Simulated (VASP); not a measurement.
Write the native input for VASP 6.6.1 that does the following.

```
Task                   : relaxation of cell and atoms
Functional             : PBE
Potentials or basis    : VASP PAW PBE potentials, release 64 (Zr_sv, C)
Cutoff                 : 520 eV
k mesh                 : 16 × 16 × 16
Occupations            : methfessel-paxton, width 0.2 eV
Spin                   : no spin polarisation
Further INCAR settings : ALGO = Normal; EDIFF = 1e-07; IBRION = 2; EDIFFG = -0.002; NSW = 80; ISIF = 3
```

The structure of ZrC lies in POSCAR:

```
ZrC
1.0
    0.0000000000      2.3650000000      2.3650000000
    2.3650000000      0.0000000000      2.3650000000
    2.3650000000      2.3650000000      0.0000000000
Zr C
1 1
Direct
    0.5000000000      0.5000000000      0.5000000000
    0.0000000000      0.0000000000      0.0000000000
```

The input as run:

INCAR

```
SYSTEM = ZrC
ALGO = Normal
EDIFF = 1E-7
EDIFFG = -0.002
ENCUT = 520
GGA = PE
IBRION = 2
ISIF = 3
ISMEAR = 1
LASPH = .True.
LCHARG = .False.
LREAL = .False.
LWAVE = .False.
NELM = 100
NSW = 80
PREC = Accurate
SIGMA = 0.2
```

KPOINTS

```
k-points
0
Gamma
  16 16 16
  0 0 0
```

Potentials or basis: VASP PAW PBE potentials, release 64 (Zr_sv, C).

The run is started by

```sh
$ cat potpaw_PBE.64/Zr_sv/POTCAR potpaw_PBE.64/C/POTCAR > POTCAR
$ mpirun -np 1 vasp_std > vasp.out
```

Results of the run:

- Relaxed volume: 13.06 Å³/atom
- Relaxed cell: a = 3.331 Å, b = 3.331 Å, c = 3.331 Å, α = 60.00°, β = 60.00°, γ = 60.00°
- Space group after relaxing (to 0.05 Å): Fm-3m (No. 225)
- Energy gained by relaxing: 1.4 meV/atom
- Ionic steps: 3
- Pressure after relaxing: 0.0 GPa
- Band gap on the k mesh: none (metal or under the smearing width)

Run time: 89 s on 1 thread of Intel(R) Xeon(R) Platinum 8488C (Sapphire Rapids), on a shared host, peak memory 0.21 GiB.
